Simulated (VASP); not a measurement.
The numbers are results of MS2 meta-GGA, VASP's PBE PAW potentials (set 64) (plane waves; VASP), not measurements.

VASP input:

INCAR:
```
SYSTEM = CuAu
PREC = Accurate; ENCUT = 520; LREAL = .FALSE.
LASPH = .TRUE.
EDIFF = 1E-7; NELM = 100; ALGO = Normal
LMAXMIX = 6; LMIXTAU = .TRUE.
ISMEAR = 1; SIGMA = 0.1
METAGGA = MS2
IBRION = 2; NSW = 30; ISIF = 4
EDIFFG = -0.01
LWAVE = .FALSE.; LCHARG = .FALSE.
```

**POSCAR**
```
CuAu
1
    2.7216318667     0.0000000000     0.0000000000
    0.0000000000     2.7216318667     0.0000000000
    0.0000000000     0.0000000000     3.5647828800
Cu Au
1 1
Direct
  0.0000000000   0.0000000000   0.0000000000
  0.5000000000   0.5000000000   0.5000000000
```

KPOINTS:
```
kpoints
0
Gamma
  13 13 10
```

POTCAR, in this order: Cu Au (PBE.64 set). Program: vasp_std.

Problem. What will the output report for the number of irreducible k-points (NKPTS), largest plane-wave count, number of space-group operations, FFT grid (NGX, NGY, NGZ)?

Solution. 
| Quantity | Result |
|---|---|
| number of irreducible k-points (NKPTS) | 168 |
| largest plane-wave count | 724 |
| number of space-group operations | 16 |
| FFT grid (NGX, NGY, NGZ) | 20 × 20 × 28 |

The compound is CuAu in the L1_0 structure. This cell is one point of a volume scan, at 0.94 of the reference volume.
